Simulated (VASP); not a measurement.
Here is the system:

```
CELL_PARAMETERS angstrom
      3.54955     0.00000     0.00000
      0.00000     3.54955     0.00000
      0.00000     0.00000     3.54955
ATOMIC_POSITIONS crystal
  Fe 0.00000 0.00000 0.00000
  Ni 0.00000 0.50000 0.50000
  Ni 0.50000 0.00000 0.50000
  Ni 0.50000 0.50000 0.00000
```
Starting moments (μB, in the order of the record's atoms Fe Ni Ni Ni): 2.8 0.6 0.6 0.6.

Calculation: rev-vdW-DF2, VASP's PBE PAW potentials (set 64) (plane waves; VASP). Run with 520 eV cut-off, 9×9×9 Γ-centred mesh, first-order Methfessel-Paxton smearing of 0.10 eV, potentials Fe Ni.

Task: Give the stress tensor in GPa (positive for a compressed cell).

Result: 
```
-5.83   0.00   0.00
 0.00  -5.83   0.00
 0.00   0.00  -5.83
```
The pressure is its mean diagonal, -5.83 GPa.

The compound is Ni3Fe in the L1_2 structure. This cell is one point of a volume scan, at 1.03 of the reference volume.
